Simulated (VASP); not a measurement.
OSZICAR of a VASP run on Hf (hcp):

File OSZICAR:
```
       N       E                     dE             d eps       ncg     rms          rms(c)
DAV:   1     0.389090475692E+02    0.38909E+02   -0.10292E+04  1576   0.111E+03
DAV:   2    -0.189272341733E+02   -0.57836E+02   -0.56798E+02  2006   0.235E+02
DAV:   3    -0.205753055984E+02   -0.16481E+01   -0.16360E+01  2120   0.278E+01
DAV:   4    -0.205911579416E+02   -0.15852E-01   -0.15845E-01  1850   0.343E+00
DAV:   5    -0.205914404822E+02   -0.28254E-03   -0.28252E-03  2198   0.360E-01    0.630E+01
DAV:   6    -0.200141367316E+02    0.57730E+00   -0.57996E-01  1658   0.574E+00    0.370E+01
DAV:   7    -0.198176009640E+02    0.19654E+00   -0.94324E-01  1704   0.698E+00    0.202E+00
DAV:   8    -0.198070107815E+02    0.10590E-01   -0.56724E-02  1754   0.180E+00    0.131E-01
DAV:   9    -0.198071556146E+02   -0.14483E-03   -0.13939E-03  2180   0.294E-01    0.211E-01
DAV:  10    -0.198071383343E+02    0.17280E-04   -0.68773E-05  1816   0.655E-02    0.222E-01
DAV:  11    -0.198071419880E+02   -0.36537E-05   -0.60129E-06  2012   0.210E-02    0.183E-02
DAV:  12    -0.198071423197E+02   -0.33171E-06   -0.58606E-07  1150   0.634E-03
   1 F= -.19807142E+02 E0= -.19806698E+02  d E =-.133316E-02
```

**Question.** Which electronic solver shows in the log?

**Answer.** It is blocked Davidson (ALGO = Normal, or the opening steps of other solvers). The INCAR had ALGO = Normal.

**Question.** Can the final energy be trusted as converged?

**Answer.** The run converged. It stopped with EDIFF = 1E-6, NELM = 100 (PBE GGA, plane waves, VASP's PBE PAW potentials (set 64)).

The compound is Hf in the hcp structure. The cell was not relaxed at this level.
